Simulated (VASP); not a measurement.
These are PBE GGA, VASP's PBE PAW potentials (set 64) (plane waves; VASP 6.6.1) values and carry that method's errors.

VASP ran on this input.

**POSCAR**
```
ZnF2
1
    4.7941470580     0.0000000000     0.0000000000
    0.0000000000     4.7941470580     0.0000000000
    0.0000000000     0.0000000000     3.1866302969
Zn F
2 4
Direct
  0.5000000000   0.5000000000   0.5000000000
  0.0000000000   0.0000000000   0.0000000000
  0.6960224479   0.6960224479   1.0000000000
  0.3039775521   0.3039775521   0.0000000000
  0.8039775521   0.1960224479   0.5000000000
  0.1960224479   0.8039775521   0.5000000000
```

### INCAR
```
SYSTEM = ZnF2
PREC = Accurate; ENCUT = 500; LREAL = F
LASPH = T
EDIFF = 1E-6; NELM = 100; ALGO = Normal
LMAXMIX = 4
ISMEAR = 0; SIGMA = 0.05
GGA = PE
LWAVE = T; LCHARG = F
```

### KPOINTS
```
kpoints
0
Gamma
 4 4 6
0 0 0
```

POTCAR, in this order: Zn F (PBE.64 set). Program: vasp_std.

Question: What will the output report for the number of irreducible k-points (NKPTS), largest plane-wave count, number of space-group operations, FFT grid (NGX, NGY, NGZ)?

Answer: 
```json
{
  "number of irreducible k-points (NKPTS)": "24",
  "largest_plane_wave_count": "1883",
  "number_of_space_group_operations": "16",
  "FFT grid (NGX, NGY, NGZ)": "36 × 36 × 24"
}
```

The structure comes from a computed database's ZnF2 entry (P4_2/mnm); how it stands against other phases isn't given here. It was relaxed first, which changed the volume by +6 %.
